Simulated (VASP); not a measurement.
# LiZn3F2 (R-3m) in VASP: single point with PBE

Aim: the single point of LiZn3F2 with PBE.

All numbers are computed with VASP 6.6.1; they aren't measurements. Logs are shortened: lines on timing, memory, paths and dates and some standing lists are left out, and cuts for length are marked.

### Step 1. The structure

The structure is trigonal, space group R-3m (No. 166). Conventional cell: a = 6.098 Å, b = 6.098 Å, c = 7.469 Å, α = 90.00°, β = 90.00°, γ = 120.00°. Li (site symmetry -3m) is surrounded by 2 F at 1.87 Å. Around Zn (site symmetry 2/m) lie 2 F at 1.87 Å. F (site symmetry 3m) is surrounded by 3 Zn at 1.87 Å and 1 Li at 1.87 Å.

The cell was built by a generator and needn't be a form met in nature.

### Step 2. Single point, PBE

The input, INCAR:

```
SYSTEM = LiZn3F2
ALGO = Fast
EDIFF = 1E-6
ENCUT = 520
GGA = PE
ISIF = 2
ISMEAR = 0
LASPH = .TRUE.
LCHARG = .TRUE.
LELF = .TRUE.
LREAL = .FALSE.
LVHAR = .TRUE.
LWAVE = .FALSE.
NBANDS = 36
NELM = 100
PREC = Accurate
SIGMA = 0.1
```

The input, KPOINTS:

```
k-points
0
G
  4 4 4
  0 0 0
```

The input, POSCAR:

```
LiZn3F2
1.0
    3.0492064800      1.7604601800      2.4896666700
   -3.0492064800      1.7604601800      2.4896666700
    0.0000000000     -3.5209203700      2.4896666700
Li Zn F
1 3 2
Direct
    0.0000000000      0.0000000000      0.0000000000
    0.5000000000      0.5000000000      0.0000000000
    0.5000000000      0.0000000000      0.5000000000
    0.0000000000      0.5000000000      0.5000000000
    0.7500000000      0.7500000000      0.7500000000
    0.2500000000      0.2500000000      0.2500000000
```

Potentials or basis: VASP PAW PBE potentials, release 64 (Li_sv, Zn, F).

Launch:

```
> cat potpaw_PBE.64/Li_sv/POTCAR potpaw_PBE.64/Zn/POTCAR potpaw_PBE.64/F/POTCAR > POTCAR
> mpirun -np 1 vasp_std > vasp.out
```

OUTCAR:

```text
SYSTEM = LiZn3F2
   EDIFF = 1E-6
   ENCUT = 520
   GGA = PE
   ISIF = 2
   ISMEAR = 0
   LASPH = .TRUE.
   LREAL = .FALSE.
   NELM = 100
   PREC = Accurate

 ion  position               nearest neighbor table
   1  0.000  0.000  0.000-   5 1.87   6 1.87
   2  0.500  0.500  0.000-   5 1.87   6 1.87
   3  0.500  0.000  0.500-   5 1.87   6 1.87
   4  0.000  0.500  0.500-   5 1.87   6 1.87
   5  0.750  0.750  0.750-   2 1.87   3 1.87   4 1.87   1 1.87
   6  0.250  0.250  0.250-   2 1.87   3 1.87   4 1.87   1 1.87

  LATTYP: Found a simple cubic cell.
 ALAT       =     4.3122291603

  Lattice vectors:

 A1 = (   3.0492064800,   1.7604601800,   2.4896666700)
 A2 = (  -3.0492064800,   1.7604601800,   2.4896666700)
 A3 = (   0.0000000000,  -3.5209203700,   2.4896666700)

Analysis of symmetry for initial positions (statically):
=====================================================================
 Subroutine PRICEL returns:
 Original cell was already a primitive cell.

 Routine SETGRP: Setting up the symmetry group for a
 simple cubic supercell.

 Subroutine GETGRP returns: Found 12 space group operations
 (whereof 12 operations were pure point group operations)
 out of a pool of 48 trial point group operations.

The static configuration has the point symmetry D_3d.

Analysis of symmetry for dynamics (positions and initial velocities):
=====================================================================
 Subroutine PRICEL returns:
 Original cell was already a primitive cell.

 Routine SETGRP: Setting up the symmetry group for a
 simple cubic supercell.

 Subroutine GETGRP returns: Found 12 space group operations
 (whereof 12 operations were pure point group operations)
 out of a pool of 48 trial point group operations.

The dynamic configuration has the point symmetry D_3d.

 Subroutine INISYM returns: Found 12 space group operations
 (whereof 12 operations are pure point group operations),
 and found     1 'primitive' translations

----------------------------------------------------------------------------------------

                                     Primitive cell

  volume of cell :      80.1873

  direct lattice vectors                    reciprocal lattice vectors
     3.049206480  1.760460180  2.489666670     0.163977088  0.094672216  0.133886732
    -3.049206480  1.760460180  2.489666670    -0.163977088  0.094672216  0.133886732
     0.000000000 -3.520920370  2.489666670     0.000000000 -0.189344432  0.133886731

  length of vectors
     4.312229160  4.312229160  4.312229166     0.231898622  0.231898622  0.231898622

  position of ions in fractional coordinates (direct lattice)
     0.000000000  0.000000000  0.000000000
     0.500000000  0.500000000  0.000000000
     0.500000000  1.000000000  0.500000000
     1.000000000  0.500000000  0.500000000
     0.750000000  0.750000000  0.750000000
     0.250000000  0.250000000  0.250000000

  ion indices of the primitive-cell ions
   primitive index   ion index
                 1           1
                 2           2
                 3           3
                 4           4
                 5           5
                 6           6

----------------------------------------------------------------------------------------

 KPOINTS: k-points

Automatic generation of k-mesh.
 Grid dimensions read from file:
 generate k-points for:    4    4    4

 Generating k-lattice:

  Cartesian coordinates                     Fractional coordinates (reciprocal lattice)
     0.040994272  0.023668054  0.033471683     0.250000000 -0.000000000  0.000000000
    -0.040994272  0.023668054  0.033471683    -0.000000000  0.250000000  0.000000000
     0.000000000 -0.047336108  0.033471683     0.000000000  0.000000000  0.250000000

  Length of vectors
     0.057974655  0.057974655  0.057974655

  Shift w.r.t. Gamma in fractional coordinates (k-lattice)
     0.000000000  0.000000000  0.000000000

 Subroutine IBZKPT returns following result:
 ===========================================

 Found     13 irreducible k-points:

 Following reciprocal coordinates:
            Coordinates               Weight
  0.000000  0.000000  0.000000      1.000000
  0.250000  0.000000  0.000000      6.000000
  0.500000  0.000000  0.000000      3.000000
  0.250000  0.250000  0.000000      6.000000
 -0.250000  0.250000  0.000000      6.000000
  0.500000  0.250000 -0.000000     12.000000
  0.500000  0.500000  0.000000      3.000000
  0.250000  0.250000  0.250000      2.000000
 -0.250000  0.250000  0.250000      6.000000
  0.500000  0.250000  0.250000      6.000000
 -0.250000  0.500000  0.250000      6.000000
  0.500000  0.500000  0.250000      6.000000
  0.500000  0.500000  0.500000      1.000000
   k-points           NKPTS =     13   k-points in BZ     NKDIM =     13   number of bands    NBANDS=     36
   number of dos      NEDOS =    301   number of ions     NIONS =      6
   total plane-waves  NPLWV =  32768
   dimension x,y,z NGX =    32 NGY =   32 NGZ =   32
   dimension x,y,z NGXF=    64 NGYF=   64 NGZF=   64
   ions per type =               1   3   2
   NGX,Y,Z   is equivalent  to a cutoff of  12.34, 12.34, 12.34 a.u.
   NGXF,Y,Z  is equivalent  to a cutoff of  24.67, 24.67, 24.67 a.u.
 SYSTEM =  LiZn3F2
   PREC   = accura    normal or accurate (medium, high low for compatibility)
   ISTART =      0    job   : 0-new  1-cont  2-samecut
   ICHARG =      2    charge: 1-file 2-atom 10-const
   ISPIN  =      1    spin polarized calculation?
   LNONCOLLINEAR =      F non collinear calculations
   LSORBIT =      F    spin-orbit coupling
   LASPH  =      T    aspherical Exc in radial PAW
   ENCUT  =  520.0 eV  38.22 Ry    6.18 a.u.   8.02  8.02  8.02*2*pi/ulx,y,z
   NELM   =    100;   NELMIN=  2; NELMDL= -5     # of ELM steps
   EDIFF  = 0.1E-05   stopping-criterion for ELM
[... 8 lines left out ...]
   TEBEG  =    0.0;   TEEND  =   0.0 temperature during run
   PSTRESS=    0.0 pullay stress
   NELECT =      53.0000    total number of electrons
   NUPDOWN=      -1.0000    fix difference up-down
   EMIN   =  10.00;   EMAX   =-10.00  energy-range for DOS
   EFERMI =   0.00;   METHOD = LEGACY
   ISMEAR =     0;   SIGMA  =   0.10  broadening in eV -4-tet -1-fermi 0-gaus
   EFERMI_NEDOS =   21; number of points for ismear=-14 and -15
   IALGO  =     68    algorithm
   IMIX   =      4    mixing-type and parameters
     AMIX     =   0.40;   BMIX     =  1.00
     AMIX_MAG =   1.60;   BMIX_MAG =  1.00
  volume/ion in A,a.u.               =      13.36        90.19
  Fermi-wavevector in a.u.,A,eV,Ry     =   1.426040  2.694824 27.668662  2.033589
  Thomas-Fermi vector in A             =   2.546359
   LORBIT       =      0    0 simple, 1 ext, 2 COOP (PROOUT), +10 PAW based schemes
   GGA     = PE    functional components
   LHFCALC =     F    Hartree Fock is set to
   AEXX    =    0.0000 exact exchange contribution
   IVDW    =     0    specifies the selected vdW correction
   LEPSILON=     F    determine dielectric tensor
   LRPA    =     F    only Hartree local field effects (RPA)
 non-spin polarized calculation
 RMM-DIIS sequential band-by-band and
 Gauss-broadening in eV      SIGMA  =   0.10
  energy-cutoff  :      520.00
  volume of cell :       80.19
 maximum number of plane-waves:      2176
   NGX = 17   NGY = 17   NGZ = 17

 number of electron      53.0000034 magnetization

 Free energy of the ion-electron system (eV)
  ---------------------------------------------------
  ext. energy  EPLUGINS =         0.00000000
  ---------------------------------------------------
  free energy    TOTEN  =       -11.18499456 eV

  energy without entropy =      -11.17394483  energy(sigma->0) =      -11.17946970

 E-fermi :   2.9984     XC(G=0): -10.3715

 val. band max:        2.8821402006   @ k =  -0.2500   0.2500   0.2500
 cond. band min:       3.0354167067   @ k =   0.2500   0.0000   0.0000
 fundamental gap:      0.1532765060
 Fermi energy:         2.9984239516

 k-point     1 :       0.0000    0.0000    0.0000
  band No.  band energies     occupation
      1     -43.5157      2.00000
      2     -23.9835      2.00000
      3     -23.7447      2.00000
      4      -7.5382      2.00000
      5      -7.5382      2.00000
      6      -6.5237      2.00000
[... 28 lines left out ...]
     35      12.6979      0.00000
     36      12.7222      0.00000

 k-point     2 :       0.2500    0.0000    0.0000
  band No.  band energies     occupation
      1     -43.5158      2.00000
      2     -23.9545      2.00000
      3     -23.7709      2.00000
      4      -7.4196      2.00000
      5      -7.3785      2.00000
      6      -6.4993      2.00000
[... 28 lines left out ...]
     35      12.2201      0.00000
     36      13.5411      0.00000

 k-point     3 :       0.5000    0.0000    0.0000
  band No.  band energies     occupation
      1     -43.5157      2.00000
      2     -23.9127      2.00000
      3     -23.8093      2.00000
      4      -7.2652      2.00000
      5      -6.9169      2.00000
      6      -6.9095      2.00000
[... 28 lines left out ...]
     35      13.5259      0.00000
     36      14.2520      0.00000
[... 313 lines left out ...]
 k-point    12 :       0.5000    0.5000    0.2500
  band No.  band energies     occupation
      1     -43.5156      2.00000
      2     -23.9179      2.00000
      3     -23.7886      2.00000
      4      -7.5452      2.00000
      5      -7.3181      2.00000
      6      -6.4893      2.00000
[... 28 lines left out ...]
     35      13.7442      0.00000
     36      13.9703      0.00000

 k-point    13 :       0.5000    0.5000    0.5000
  band No.  band energies     occupation
      1     -43.5155      2.00000
      2     -23.9275      2.00000
      3     -23.7735      2.00000
      4      -7.4832      2.00000
      5      -7.4832      2.00000
      6      -6.3625      2.00000
[... 28 lines left out ...]
     35      14.9428      0.00000
     36      14.9514      0.00000

------------------------ aborting loop because EDIFF is reached ----------------------------------------

  FORCE on cell =-STRESS in cart. coord.  units (eV):
  Direction    XX          YY          ZZ          XY          YZ          ZX
  --------------------------------------------------------------------------------------
  -------------------------------------------------------------------------------------
  Total       17.5669900     17.5669901      3.9589888      0.0000000     -0.0000000     -0.0000000
  in kB      350.9962212    350.9962217     79.1023443      0.0000000     -0.0000001     -0.0000000
  external PRESSURE =     260.3649291 kB  Pullay stress =       0.0000000 kB

 VOLUME and BASIS-vectors are now :
 -----------------------------------------------------------------------------
  energy-cutoff  :      520.00
  volume of cell :       80.19
      direct lattice vectors                 reciprocal lattice vectors
     3.049206480  1.760460180  2.489666670     0.163977088  0.094672216  0.133886732
    -3.049206480  1.760460180  2.489666670    -0.163977088  0.094672216  0.133886732
     0.000000000 -3.520920370  2.489666670     0.000000000 -0.189344432  0.133886731

 POSITION                                       TOTAL-FORCE (eV/Angst)
 -----------------------------------------------------------------------------------
      0.00000      0.00000      0.00000         0.000000      0.000000     -0.000000
      0.00000      1.76046      2.48967        -0.000000      0.000000      0.000000
      1.52460     -0.88023      2.48967         0.000000     -0.000000     -0.000000
     -1.52460     -0.88023      2.48967        -0.000000     -0.000000      0.000000
      0.00000     -0.00000      5.60175         0.000000     -0.000000      3.022126
      0.00000     -0.00000      1.86725         0.000000      0.000000     -3.022126
 -----------------------------------------------------------------------------------
    total drift:                                0.000000      0.000000     -0.000000

  FREE ENERGIE OF THE ION-ELECTRON SYSTEM (eV)
  ---------------------------------------------------
  free  energy   TOTEN  =       -11.1849945647 eV

  energy  without entropy=      -11.1739448348  energy(sigma->0) =      -11.17946970
```

Wall time 76 s (1 thread of Intel Xeon Platinum 8375C at 2.90GHz (Ice Lake), shared host); peak memory 0.19 GiB.

Results:

```yaml
Free_energy: -11.1850 eV
Largest_force: 3.022 eV/Å
Band_gap_on_the_k_mesh: none (metal or under the smearing width)
```

Forces on the atoms (eV/Å):
```
Li   0.000  0.000  0.000
Zn   0.000  0.000  0.000
Zn   0.000  0.000  0.000
Zn   0.000  0.000  0.000
F    0.000  0.000  3.022
F    0.000  0.000 -3.022
```

Levels at points of the mesh, in eV from the Fermi level:
```
           k point  band 24  band 25  band 26  band 27  band 28  band 29  band 30  band 31
(0.00, 0.00, 0.00)    -5.33    -4.24    -0.58    -0.58     3.50     3.50     6.10     6.73
(0.50, 0.00, 0.00)    -5.40    -2.50    -2.06     1.43     2.21     3.60     4.70     5.10
(0.50, 0.50, 0.00)    -5.64    -1.53    -1.32    -0.34     0.05     4.14     4.88     5.23
(0.50, 0.50, 0.50)    -5.58    -0.39     0.05     0.05     0.40     0.40     1.35     3.89
```

Caveat: the k mesh is coarse (spacing up to 0.36 Å⁻¹), so the values aren't converged; the cutoff is under 1.25 times the usual one of these potentials, so pressure, stress and relaxed cells hold a basis-set (Pulay) error; an odd number of electrons without spin polarisation forces a metal; a magnetic or distorted state may lie lower.
